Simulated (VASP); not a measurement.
Calculation: PBEsol GGA, VASP's PBE PAW potentials (set 64) (plane waves; VASP 6.6.1).

The input files of a VASP run:

POSCAR:
```
AlN
1
    0.0000000000     2.1440844770     2.1440844770
    2.1440844770     0.0000000000     2.1440844770
    2.1440844770     2.1440844770     0.0000000000
Al N
1 1
Direct
  0.0000000000   0.0000000000   0.0000000000
  0.2500000000   0.2500000000   0.2500000000
```

### KPOINTS
```
Regular mesh
0
G
 10 10 10
```

### INCAR
```
SYSTEM = AlN
PREC = Accurate
ENCUT = 520
EDIFF = 1E-7
NELM = 100
ALGO = Normal
LREAL = .FALSE.
LASPH = .TRUE.
ISMEAR = 0
SIGMA = 0.05
GGA = PS
LWAVE = .FALSE.
LCHARG = .FALSE.
ISIF = 2
```

POTCAR, in this order: Al N (PBE.64 set). Program: vasp_std.

Task: Predict the energy per atom (σ→0), pressure, band gap (on the k-mesh).

Result: 
| Item | Value |
|---|---|
| energy per atom (σ→0) | -7.779 eV/atom |
| band gap (on the k-mesh) | 3.21 eV |
| pressure | 141.0 kbar |

### OSZICAR
```
...
DAV:   7    -0.155757359692E+02    0.34836E-01   -0.12277E-01   840   0.335E+00    0.204E+00
DAV:   8    -0.155581926099E+02    0.17543E-01   -0.17919E-02   792   0.174E+00    0.392E-01
DAV:   9    -0.155579792296E+02    0.21338E-03   -0.66675E-04  1112   0.215E-01    0.209E-01
DAV:  10    -0.155580227477E+02   -0.43518E-04   -0.88749E-05   808   0.849E-02    0.416E-02
DAV:  11    -0.155580219416E+02    0.80609E-06   -0.98806E-07   936   0.106E-02    0.881E-03
DAV:  12    -0.155580221615E+02   -0.21989E-06   -0.97047E-08   832   0.353E-03    0.461E-04
DAV:  13    -0.155580221656E+02   -0.40747E-08   -0.10500E-09   440   0.284E-04
   1 F= -.15558022E+02 E0= -.15558022E+02  d E =-.216726E-18
```

The compound is AlN in the zinc blende structure, a metastable form; wurtzite is the usual one. This cell is one point of a volume scan, at 0.94 of the reference volume.
